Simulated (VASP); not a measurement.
OSZICAR of a VASP run on Sn (beta):

**OSZICAR**
```
       N       E                     dE             d eps       ncg     rms          rms(c)
DAV:   1     0.199007061092E+03    0.19901E+03   -0.14756E+04  8810   0.250E+03
DAV:   2     0.862872034687E+01   -0.19038E+03   -0.18822E+03  8800   0.448E+02
DAV:   3    -0.790960291348E+01   -0.16538E+02   -0.16364E+02 10036   0.137E+02
DAV:   4    -0.837849095826E+01   -0.46889E+00   -0.46706E+00 10226   0.250E+01
DAV:   5    -0.839640309267E+01   -0.17912E-01   -0.17908E-01 11942   0.437E+00    0.314E+00
DAV:   6    -0.834916496700E+01    0.47238E-01   -0.57876E-02 11648   0.418E+00    0.171E+00
DAV:   7    -0.833155946339E+01    0.17606E-01   -0.33169E-02 11602   0.306E+00    0.205E-01
DAV:   8    -0.833068117070E+01    0.87829E-03   -0.28404E-03 11130   0.854E-01    0.292E-02
DAV:   9    -0.833068879555E+01   -0.76248E-05   -0.71612E-05 10872   0.927E-02    0.158E-02
DAV:  10    -0.833068718452E+01    0.16110E-05   -0.45824E-06  9134   0.288E-02    0.200E-03
DAV:  11    -0.833068743953E+01   -0.25500E-06   -0.45178E-07  4888   0.109E-02
   1 F= -.24471133E+01 E0= -.24471561E+01  d E =-.244711E+01
       N       E                     dE             d eps       ncg     rms          rms(c)
DAV:   1    -0.228285345579E+02   -0.14498E+02   -0.26058E+02  9522   0.239E+02    0.233E+01
DAV:   2    -0.923308747082E+01    0.13595E+02   -0.29041E+01 10624   0.151E+02    0.882E+00
DAV:   3    -0.705861352524E+01    0.21745E+01   -0.47197E+00 11492   0.438E+01    0.194E+00
DAV:   4    -0.689155245436E+01    0.16706E+00   -0.34120E-01 12866   0.550E+00    0.401E-01
DAV:   5    -0.688862378460E+01    0.29287E-02   -0.17199E-02 10956   0.212E+00    0.244E-01
DAV:   6    -0.688830140994E+01    0.32237E-03   -0.38795E-03  9940   0.789E-01    0.358E-02
DAV:   7    -0.688824599141E+01    0.55419E-04   -0.29101E-04 11698   0.309E-01    0.600E-03
DAV:   8    -0.688824615868E+01   -0.16727E-06   -0.12288E-05 10158   0.347E-02    0.203E-03
DAV:   9    -0.688824658823E+01   -0.42955E-06   -0.90662E-07  5512   0.169E-02
   2 F= -.21662959E+01 E0= -.21660983E+01  d E =0.280817E+00
       N       E                     dE             d eps       ncg     rms          rms(c)
DAV:   1    -0.136540543442E+02   -0.67658E+01   -0.14470E+02  9510   0.275E+02    0.127E+01
DAV:   2    -0.924617238835E+01    0.44079E+01   -0.73038E+00 11300   0.502E+01    0.595E+00
DAV:   3    -0.805962675379E+01    0.11865E+01   -0.39355E+00 11480   0.345E+01    0.691E-01
DAV:   4    -0.801634278400E+01    0.43284E-01   -0.23606E-01 11450   0.722E+00    0.345E-01
DAV:   5    -0.800914377912E+01    0.71990E-02   -0.12372E-02 13740   0.175E+00    0.109E-01
DAV:   6    -0.800751680442E+01    0.16270E-02   -0.16295E-03  9428   0.476E-01    0.195E-02
DAV:   7    -0.800750969842E+01    0.71060E-05   -0.76762E-05 10818   0.119E-01    0.542E-03
DAV:   8    -0.800750940486E+01    0.29356E-06   -0.98848E-06 11324   0.450E-02
   3 F= -.25699839E+01 E0= -.25699752E+01  d E =-.122871E+00
       N       E                     dE             d eps       ncg     rms          rms(c)
DAV:   1    -0.799301954461E+01    0.14490E-01   -0.70962E-02  9532   0.503E+00    0.313E-01
DAV:   2    -0.799034176536E+01    0.26778E-02   -0.44598E-03 11334   0.131E+00    0.139E-01
DAV:   3    -0.798972643885E+01    0.61533E-03   -0.17859E-03 11516   0.789E-01    0.171E-02
DAV:   4    -0.798970510985E+01    0.21329E-04   -0.71479E-05 10322   0.114E-01    0.520E-03
DAV:   5    -0.798970399934E+01    0.11105E-05   -0.24549E-06  8496   0.177E-02    0.236E-03
DAV:   6    -0.798970448402E+01   -0.48468E-06   -0.69239E-07  4872   0.125E-02
   4 F= -.25701814E+01 E0= -.25701701E+01  d E =-.123068E+00
```

Q: Which electronic solver shows in the log?

A: It is blocked Davidson (ALGO = Normal, or the opening steps of other solvers). The INCAR had ALGO = Normal.

Q: Can the final energy be trusted as converged?

A: Self-consistency was reached. It stopped with EDIFF = 1E-6, NELM = 100, NSW = 40 and EDIFFG = -0.02 after 4 ionic steps (PBEsol GGA, plane waves, VASP's PBE PAW potentials (set 64)). Energy and stress use the plane-wave basis of the starting cell.

The compound is Sn in the beta structure. This run relaxes it under an external pressure of 20 GPa. Symmetry was kept, so distortions that lower it aren't found.
